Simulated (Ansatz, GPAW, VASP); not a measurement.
SiOs (P2_13, 8 atoms in the cell) computed with different codes at matched settings

Self-consistent single point.

```
CELL_PARAMETERS angstrom
      4.76599     0.00000     0.00000
      0.00000     4.76599     0.00000
      0.00000     0.00000     4.76599
ATOMIC_POSITIONS crystal
  Si 0.16476 0.33524 0.66476
  Si 0.33524 0.66476 0.16476
  Si 0.66476 0.16476 0.33524
  Si 0.83524 0.83524 0.83524
  Os 0.87717 0.62283 0.37717
  Os 0.62283 0.37717 0.87717
  Os 0.37717 0.87717 0.62283
  Os 0.12283 0.12283 0.12283
```

Shared settings, as Ansatz (an electronic-structure program) writes them: kpoints.mp_grid.grid = 6 6 6; scf.occupations.method = fixed. Potentials and cutoffs stand in the table.

| code | model | pressure (GPa) | largest force (eV/Å) | gap on the mesh (eV) | cutoff |
|---|---|---|---|---|---|
| GPAW | PBEsol, GPAW PAW datasets PBEsol (made by gpaw-setup) | -2.45 | 0.163 | 0.524 | 600 eV |
| Ansatz | PBEsol, PAW files made with PBE | -2.49 | 0.113 | 0.536 | 420 eV |
| VASP | PBEsol, VASP's PBE PAW potentials (set 64) | -2.26 | 0.138 | 0.535 | 300 eV |

Size of the force on each atom (eV/Å): Sizes of forces hide their directions.

```
code      Si1    Si2    Si3    Si4    Os5    Os6    Os7    Os8
------  -----  -----  -----  -----  -----  -----  -----  -----
GPAW    0.067  0.067  0.067  0.067  0.163  0.163  0.163  0.163
Ansatz  0.069  0.069  0.069  0.069  0.113  0.113  0.113  0.113
VASP    0.080  0.080  0.080  0.080  0.138  0.138  0.138  0.138
```

Gaps are read on the mesh.

On Ansatz's run: spin-orbit coupling is off.

The spread over the programs that give each value: pressure within 0.23 GPa; largest force within 0.050 eV/Å; gap on the mesh within 0.012 eV.

Ansatz's pressure is given at a fixed set of plane waves, as the other plane-wave codes print theirs; with its correction for the finite basis it is -2.42 GPa.

VASP's run is marked for a possible Pulay error in its stress at this cutoff; no cutoff test was made.

VASP ran the fixed occupations as a Gaussian smearing of 0.01 eV.

The starting cell comes from a database of computed structures (which also holds hypothetical and non-ambient phases and stackings), without a prior relaxation at this level.

Left out of this page: Quantum ESPRESSO, ABINIT, CP2K, FLEUR and SIESTA (not drawn, or without a comparable value).

Keys are those of Ansatz 0.2.
